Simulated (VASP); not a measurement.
VASP ran on this input.

KPOINTS:
```
Automatic mesh
0
Gamma
5 5 3
0 0 0
```

### POSCAR
```
TeW
1
    4.2046010000     0.0000000000     0.0000000000
   -2.1023000000     3.6412910000     0.0000000000
    0.0000000000     0.0000000000     5.8601830000
W Te
2 2
Direct
 -0.0055450000  -0.0122040000  -0.0010470000
  0.0055480000   0.0081030000   0.4960270000
  0.3351800000   0.6713190000   0.2628290000
  0.6648180000   0.3327820000   0.7421910000
```

**INCAR**
```
SYSTEM = TeW
PREC = Accurate
ENCUT = 300
EDIFF = 1E-6
NELM = 100
ALGO = Normal
LREAL = .FALSE.
LASPH = .TRUE.
ISMEAR = 0
SIGMA = 0.1
GGA = PE
LMAXMIX = 6
LWAVE = .FALSE.
LCHARG = .FALSE.
ISIF = 2
```

POTCAR, in this order: W_sv Te (PBE.64 set). Program: vasp_std.

Task: Translate this PBE calculation to Quantum ESPRESSO's pw.x.

Result: One equivalent input (not run):
```
&CONTROL
  calculation = 'scf'
  pseudo_dir = './pseudo'
  outdir = './out'
  tprnfor = .true.
  tstress = .true.
/
&SYSTEM
  ibrav = 0
  nat = 4
  ntyp = 2
  ecutwfc = 82.3
  occupations = 'smearing'
  smearing = 'gaussian'
  degauss = 0.00735
  input_dft = 'pbe'
/
&ELECTRONS
  conv_thr = 7.3e-08
  electron_maxstep = 100
/
ATOMIC_SPECIES
  W 183.840 W.upf
  Te 127.600 Te.upf
CELL_PARAMETERS angstrom
     4.2046010    0.0000000    0.0000000
    -2.1023000    3.6412910    0.0000000
     0.0000000    0.0000000    5.8601830
ATOMIC_POSITIONS crystal
  W   -0.0055450 -0.0122040 -0.0010470
  W    0.0055480  0.0081030  0.4960270
  Te   0.3351800  0.6713190  0.2628290
  Te   0.6648180  0.3327820  0.7421910
K_POINTS automatic
  5 5 3 0 0 0
```
Limits of the translation: the potentials are each code's own (VASP's PAW set, PseudoDojo norm-conserving files in pw.x), so ENCUT and ecutwfc are chosen apart and not converted; conv_thr bounds pw.x's estimated SCF error, while EDIFF bounds the energy change between steps.

The structure was generated: TeW was put into an ordered model structure, which need not be its known phase. The cell was not relaxed at this level, atoms are displaced from their ideal sites. The k-mesh is coarse (spacing up to 0.36 per Å, 2π included), so the numbers may not be converged in it.
